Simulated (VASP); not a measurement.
ScIn3N2:

```xyz
6
Lattice="3.4163 -3.9136 0.0000 3.4163 3.9136 0.0000 0.0000 0.0000 4.7253" Properties=species:S:1:pos:R:3 pbc="T T T"
Sc    0.0000    0.0000    0.0000
In    3.4163   -1.5614    2.3626
In    3.4163    1.5614    2.3626
In    0.0000    0.0000    2.3626
N     1.7082    1.9568    2.3626
N     1.7082   -1.9568    2.3626
```

The cell was built by a generator and needn't be a form met in nature.

| Item | Value |
| --- | --- |
| Program | VASP 6.6.1 |
| Task | relaxation of cell and atoms |
| Functional | PBE |
| Potentials or basis | VASP PAW PBE potentials, release 64 (Sc_sv, In_d, N) |
| Cutoff | 520 eV |
| k mesh | 3 × 3 × 3 |
| Occupations | gaussian, width 0.15 eV |
| Spin | no spin polarisation |

At the start: pressure 49.6 GPa; volume 21.06 Å³/atom.

**Question.** How do energy, volume and symmetry change on relaxing?

**Answer.** Over 16 steps the energy falls by 1613.4 meV/atom and the volume is 30.78 Å³/atom (+46.2 %); space group Cmmm (No. 65, to 0.05 Å).

The path:
| step | energy change (eV) | largest force (eV/Å) | pressure (GPa) | volume (Å³) |
| --- | --- | --- | --- | --- |
| 1 | 0.0000 | 9.8376 | 49.63 | 126.35 |
| 2 | 1.1119 | 2.3628 | -8.36 | 283.63 |
| 3 | -4.9397 | 1.1988 | 1.66 | 177.76 |
| 4 | -8.2920 | 0.8463 | 0.61 | 180.80 |
| 5 | -8.5783 | 0.8721 | 0.80 | 179.09 |
| 6 | -9.2809 | 0.7466 | -1.11 | 188.04 |
| 7 | -9.4022 | 0.6981 | -1.58 | 192.49 |
| 8 | -9.4091 | 0.6659 | -1.54 | 193.18 |
| 9 | -9.5712 | 0.7996 | 0.55 | 185.90 |
| 10 | -9.5881 | 0.8246 | 0.70 | 184.04 |
| 11 | -9.5898 | 0.9168 | 1.99 | 180.31 |
| 12 | -9.6603 | 0.2559 | 1.31 | 180.53 |
| 13 | -9.6678 | 0.0015 | 1.12 | 180.59 |
| 14 | -9.6685 | 0.0452 | 1.05 | 180.60 |
| 15 | -9.6796 | 0.0748 | 0.37 | 183.12 |
| 16 | -9.6806 | 0.0771 | 0.02 | 184.70 |

Final structure:
```cif
data_structure
_symmetry_space_group_name_H-M 'P 1'
_symmetry_Int_Tables_number 1
_cell_length_a 5.8589
_cell_length_b 5.8589
_cell_length_c 5.5596
_cell_angle_alpha 90.000
_cell_angle_beta 90.000
_cell_angle_gamma 104.572
_cell_volume 184.70
loop_
_atom_site_label
_atom_site_type_symbol
_atom_site_fract_x
_atom_site_fract_y
_atom_site_fract_z
_atom_site_occupancy
Sc1 Sc 0.00000 0.00000 0.00000 1
In1 In 0.64445 0.35555 0.50000 1
In2 In 0.35555 0.64445 0.50000 1
In3 In 0.00000 0.00000 0.50000 1
N1 N 0.00000 0.50000 0.50000 1
N2 N 0.50000 0.00000 0.50000 1
```

Caveat: the k mesh is coarse (spacing up to 0.44 Å⁻¹), so the values aren't converged; the volume moved by over 15 % at a fixed basis, so the end points are rough.
